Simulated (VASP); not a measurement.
These are PBEsol GGA, VASP's PBE PAW potentials (set 64) (plane waves; VASP 6.6.1) values and carry that method's errors.

VASP ran on this input.

INCAR:
```
SYSTEM  =  AlN
PREC  =  Accurate; ENCUT  =  620; LREAL  =  .False.
LASPH  =  .True.
EDIFF  =  1E-6; NELM  =  100; ALGO  =  Normal
ISMEAR  =  0; SIGMA  =  0.05
GGA  =  PS
IBRION  =  2; NSW  =  40; ISIF  =  3
EDIFFG  =  -0.02; PSTRESS  =  100
LWAVE  =  .False.; LCHARG  =  .False.
```

File POSCAR:
```
AlN
1
    1.5336216601    -2.6563106289     0.0000000000
    1.5336216601     2.6563106289     0.0000000000
    0.0000000000     0.0000000000     4.9034169131
Al N
2 2
Direct
  0.6666670000   0.3333330000   0.4998545927
  0.3333330000   0.6666670000   0.9998545927
  0.6666670000   0.3333330000   0.8821454073
  0.3333330000   0.6666670000   0.3821454073
```

**KPOINTS**
```
kpoints
0
G
  8 8 5
0 0 0
```

POTCAR, in this order: Al N (PBE.64 set). Program: vasp_std.

What VASP printed:

OSZICAR:
```
       N       E                     dE             d eps       ncg     rms          rms(c)
DAV:   1     0.573421874701E+02    0.57342E+02   -0.84430E+03   720   0.138E+03
DAV:   2    -0.315398997797E+02   -0.88882E+02   -0.80824E+02  1044   0.257E+02
DAV:   3    -0.358580312099E+02   -0.43181E+01   -0.43002E+01   944   0.627E+01
DAV:   4    -0.358949764721E+02   -0.36945E-01   -0.36933E-01   832   0.647E+00
DAV:   5    -0.358954732923E+02   -0.49682E-03   -0.49680E-03   908   0.749E-01    0.120E+01
DAV:   6    -0.313283102041E+02    0.45672E+01   -0.15363E+01   876   0.321E+01    0.432E+00
DAV:   7    -0.312940588287E+02    0.34251E-01   -0.63736E-01   816   0.686E+00    0.289E+00
DAV:   8    -0.312620786237E+02    0.31980E-01   -0.75423E-02   808   0.304E+00    0.437E-01
DAV:   9    -0.312578518815E+02    0.42267E-02   -0.16189E-02   912   0.990E-01    0.235E-01
DAV:  10    -0.312581403077E+02   -0.28843E-03   -0.12868E-03   864   0.307E-01    0.150E-01
DAV:  11    -0.312580600366E+02    0.80271E-04   -0.21495E-04   852   0.124E-01    0.279E-02
DAV:  12    -0.312580600904E+02   -0.53784E-07   -0.38679E-06   872   0.227E-02
   1 F= -.28764526E+02 E0= -.28764526E+02  d E =-.287645E+02
```

OUTCAR:
```
------------------------ aborting loop because EDIFF is reached ----------------------------------------
  FORCE on cell =-STRESS in cart. coord.  units (eV):
  Direction    XX          YY          ZZ          XY          YZ          ZX
  --------------------------------------------------------------------------------------
  Total        2.5390645      2.5390645      2.4231595     -0.0000000     -0.0000000      0.0000000
  in kB      101.8259341    101.8259336     97.1777114     -0.0000000     -0.0000000      0.0000000
  external PRESSURE =       0.2765264 kB  Pullay stress =     100.0000000 kB
  volume of cell :       39.95
      direct lattice vectors                 reciprocal lattice vectors
     1.533621660 -2.656310629  0.000000000     0.326025651 -0.188230998  0.000000000
     1.533621660  2.656310629  0.000000000     0.326025651  0.188230998  0.000000000
     0.000000000  0.000000000  4.903416913     0.000000000  0.000000000  0.203939420
  FREE ENERGIE OF THE ION-ELECTRON SYSTEM (eV)
  ---------------------------------------------------
  free  energy   TOTEN  =       -31.2580600904 eV

  energy  without entropy=      -31.2580600904  energy(sigma->0) =      -31.25806009
  enthalpy is  TOTEN    =       -28.7645258987 eV   P V=        2.4935341917

 reached required accuracy - stopping structural energy minimisation
```
(Selected blocks of OUTCAR.)

The compound is AlN in the wurtzite structure. It was relaxed first under an external pressure of 10 GPa.
